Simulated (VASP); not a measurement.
Ir: relaxation of cell and atoms with PBE

Ir:

```
CELL_PARAMETERS angstrom
0.00000 1.93731 1.93731
1.93731 0.00000 1.93731
1.93731 1.93731 0.00000
ATOMIC_POSITIONS crystal
Ir 0.00000 0.00000 0.00000
```

* Program: VASP 6.6.1
* Task: relaxation of cell and atoms
* Functional: PBE
* Potentials or basis: VASP PAW PBE potentials, release 64 (Ir)
* Cutoff: 520 eV
* k mesh: 18 × 18 × 18
* Occupations: gaussian, width 0.1 eV
* Spin: no spin polarisation
* Further INCAR settings: ALGO = Normal; EDIFF = 1e-07; IBRION = 2; EDIFFG = -0.15; NSW = 80; ISIF = 3

```
Pressure after relaxing : -0.6 GPa
Band gap on the k mesh  : none (metal or under the smearing width)
```

Final structure:
```
CELL_PARAMETERS angstrom
0.00000 1.93731 1.93731
1.93731 0.00000 1.93731
1.93731 1.93731 0.00000
ATOMIC_POSITIONS crystal
Ir 0.00000 0.00000 0.00000
```

Levels at points of the mesh, in eV from the Fermi level:
```csv
k point,band 1,band 2,band 3,band 4,band 5,band 6,band 7,band 8
"(0.00, 0.00, 0.00)",-10.85,-3.76,-3.76,-3.76,-1.18,-1.18,14.35,19.77
"(0.50, 0.00, 0.00)",-7.84,-3.85,-3.85,-0.72,0.82,0.82,6.96,13.88
"(0.50, 0.50, 0.00)",-7.63,-7.07,0.79,1.37,1.37,1.67,10.11,11.55
```

Run time: 8.1 s on 1 thread of Intel(R) Xeon(R) 6975P-C (Granite Rapids), with other jobs on the host, peak memory 0.14 GiB.

Caveat: the relaxation stopped at its first step, so nothing moved. The run has no spin-orbit coupling, so splittings on Ir are missing.
